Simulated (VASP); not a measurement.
Data:

```
YN
1.0
    0.00000     2.48786     2.48786
    2.48786     0.00000     2.48786
    2.48786     2.48786     0.00000
Y N
1 1
Direct
  0.00000   0.00000   0.00000
  0.50000   0.50000   0.50000
```

Method: optB86b-vdW, VASP's PBE PAW potentials (set 64) (plane waves; VASP). Run with 520 eV cut-off, 9×9×9 Γ-centred mesh, Gaussian smearing of 0.050 eV, potentials Y_sv N.

Question: Give the stress tensor in GPa (positive for a compressed cell).

Answer: 
```
-8.69   0.00   0.00
 0.00  -8.69   0.00
 0.00   0.00  -8.69
```
The pressure is its mean diagonal, -8.69 GPa.

The compound is YN in the rock salt structure. This cell is one point of a volume scan, at 1.06 of the reference volume.
